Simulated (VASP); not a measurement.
The system is PmS.

```xyz
4
Lattice="1.8776 3.2520 0.0000 -5.6327 3.2520 0.0000 0.0000 0.0000 3.6648" Properties=species:S:1:pos:R:3 pbc="T T T"
Pm    0.0000    0.0000    0.0000
Pm   -1.8776    3.2520    0.0000
S    -3.7551    4.3361    1.8324
S    -1.8776    1.0840    1.8324
```

The cell comes from a database or a generator and needn't be the stable form of this composition.

Base run:

- Program: VASP 6.6.1
- Functional: PBEsol
- Potentials or basis: VASP PAW PBE potentials, release 64 (Pm, S)
- Cutoff: 520 eV
- k mesh: 5 × 3 × 5
- Occupations: gaussian, width 0.05 eV
- Spin: collinear spin, antiferromagnetic start
- Starting moments: [4.0, -4.0, 0.0, 0.0] μB
- Hubbard terms: Pm f U = 7 eV

Its results: band gap on the k mesh 0.08 eV; pressure 11.7 GPa; net moment 0.00 μB per cell; site moments Pm +4.85, -4.85; S -0.02, +0.02 μB; largest force 0.042 eV/Å.

Q: The run is repeated on the same cell with these changes: hubbard terms from Pm f U = 7 eV to Pm f U = 2 eV; further incar settings from ALGO = Normal; EDIFF = 1e-06 to ALGO = Normal; EDIFF = 1e-07. What comes out?

A: Band gap on the k mesh none (metal or under the smearing width); pressure 5.0 GPa; net moment 0.00 μB per cell; site moments Pm +4.45, -4.45; S -0.02, +0.02 μB; largest force 0.051 eV/Å.

Caveats: the magnetic or orbital state may not be the lowest; the PAW data sets were made with another functional, which shifts forces and pressure a little; spin-orbit coupling is left out, which moves the levels of the heavy elements; an odd mesh through Γ misses points on the zone boundary, where band edges often lie (some runs).
